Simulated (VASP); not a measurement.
VASP runs on VAs (a trial cell in the tenorite structure, space group C2/c) share one base input (PBE GGA, plane waves, VASP's PBE PAW potentials (set 64)) and change the settings named in each case.

### POSCAR
```
VAs
1
    3.2336870000    -2.3631320000     0.0000000000
    3.2336870000     2.3631320000     0.0000000000
   -1.1737100000     0.0000000000     6.9838620000
V As
2 2
Direct
  0.0000000000   0.5000000000   0.0000000000
  0.5000000000   0.0000000000   0.5000000000
  0.5816000000   0.4184000000   0.2500000000
  0.4184000000   0.5816000000   0.7500000000
```

KPOINTS:
```
Automatic mesh
0
Gamma
5 5 3
0 0 0
```

### INCAR
```
SYSTEM = VAs
PREC = Accurate
ENCUT = 400
EDIFF = 1E-6
NELM = 100
ALGO = Normal
LREAL = .FALSE.
LASPH = .TRUE.
ISMEAR = 0
SIGMA = 0.05
GGA = PE
LMAXMIX = 4
ISPIN = 2
MAGMOM = 2.0 2.0 0.0 0.0
LORBIT = 10
LWAVE = .FALSE.
LCHARG = .FALSE.
ISIF = 2
```

POTCAR, in this order: V_sv As (PBE.64 set). Program: vasp_std.

```tsv
change	E(σ→0) (eV/atom)	pressure (GPa)	largest force (eV/Å)	moment (μB)	−TS (eV)	electronic steps
base run	-6.2211	-11.94	0.140	4.17	-0.0076	18
NBANDS = 19 (not converged)	-6.0199	-13.54	0.187	2.00	-0.0040	100
NBANDS = 20	[?]	[?]	[?]	[?]	[?]	31
NBANDS = 28	-6.2211	-11.93	0.140	4.17	-0.0076	18
NBANDS = 48	-6.2211	-11.94	0.140	4.17	-0.0076	17
```

Some entries are withheld; supply them.

- NBANDS = 20, E(σ→0) (eV/atom): -6.2156
- NBANDS = 20, pressure (GPa): -12.02
- NBANDS = 20, largest force (eV/Å): 0.189
- NBANDS = 20, moment (μB): 4.00
- NBANDS = 20, −TS (eV): 0.0000

The base run's pressure lies -0.43 GPa from that at 800 eV (Pulay error).

Left out are runs that ran out of time, are held back, or changed the cell or the kind of run, fixed moments of cells without a moment, rows past the twelfth, gaps on odd meshes, pressures of charged cells and columns that move by less than the noise.

The structure was generated: VAs was put into the tenorite type (C2/c), which need not be its known phase. The cell was not relaxed at this level, forces remain on its atoms. The spin order is the one that the start imposed; others were not tried in this run.
